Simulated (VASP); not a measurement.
Here is the system:

```
CoGa
1.0
    2.79679     0.00000     0.00000
    0.00000     2.79679     0.00000
    0.00000     0.00000     2.79679
Ga Co
1 1
Cartesian
  1.39839   1.39839   1.39839
  0.00000   0.00000   0.00000
```

Calculation: PBE GGA, VASP's PBE PAW potentials (set 64) (plane waves; VASP 6.6.1). Settings: 500 eV cut-off, 13×13×13 Γ-centred mesh, first-order Methfessel-Paxton smearing of 0.10 eV, potentials Ga_d Co.

Problem. Estimate the energy per atom (σ→0), pressure, band gap (on the k-mesh) with the smallest direct gap where there is one.

Solution. 
The band gap (on the k-mesh) is none (metal, semimetal or under 0.01 eV) and the energy per atom (σ→0) comes out as -5.180 eV/atom. The pressure comes out as 19.79 GPa.

The compound is CoGa in the CsCl type structure. It was relaxed first under an external pressure of 20 GPa. The run is not spin-polarised, so no magnetic state was tried.
